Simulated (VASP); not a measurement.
Given:

```
NiGe
1.0
    2.93363     0.00000     0.00000
    0.00000     2.93363     0.00000
    0.00000     0.00000     2.93363
Ni Ge
1 1
Direct
  0.00000   0.00000   0.00000
  0.50000   0.50000   0.50000
```

These are r2SCAN meta-GGA with spin-orbit coupling, VASP's PBE PAW potentials (set 64) (plane waves; VASP 6.6.1) values and carry that method's errors. Settings: 400 eV cut-off, 11×11×11 Γ-centred mesh, Gaussian smearing of 0.050 eV, potentials Ni Ge_d.

**Question.** Give the energies of bands 17 to 30 at the high-symmetry points, in eV from the Fermi level.

**Answer.** 
| band | Γ | X | M | R |
|---|---|---|---|---|
| 17 | -1.87 | -2.85 | -3.53 | -3.99 |
| 18 | -1.87 | -2.85 | -3.53 | -3.99 |
| 19 | -1.87 | -2.74 | -2.33 | -1.38 |
| 20 | -1.87 | -2.74 | -2.33 | -1.38 |
| 21 | -1.73 | -1.78 | -2.26 | -1.38 |
| 22 | -1.73 | -1.78 | -2.26 | -1.38 |
| 23 | 2.43 | -1.18 | -1.41 | 2.13 |
| 24 | 2.43 | -1.18 | -1.41 | 2.13 |
| 25 | 2.76 | 7.10 | -0.14 | 2.26 |
| 26 | 2.76 | 7.10 | -0.14 | 2.26 |
| 27 | 2.76 | 7.37 | 1.34 | 2.26 |
| 28 | 2.76 | 7.37 | 1.34 | 2.26 |
| 29 | 8.77 | 9.57 | 7.83 | 2.34 |
| 30 | 8.77 | 9.57 | 7.83 | 2.34 |

It has no gap at this level: it comes out as a metal or semimetal.

The structure was generated: NiGe was put into the CsCl type (Pm-3m), which need not be its known phase. It was relaxed first, which changed the volume by +6 %.
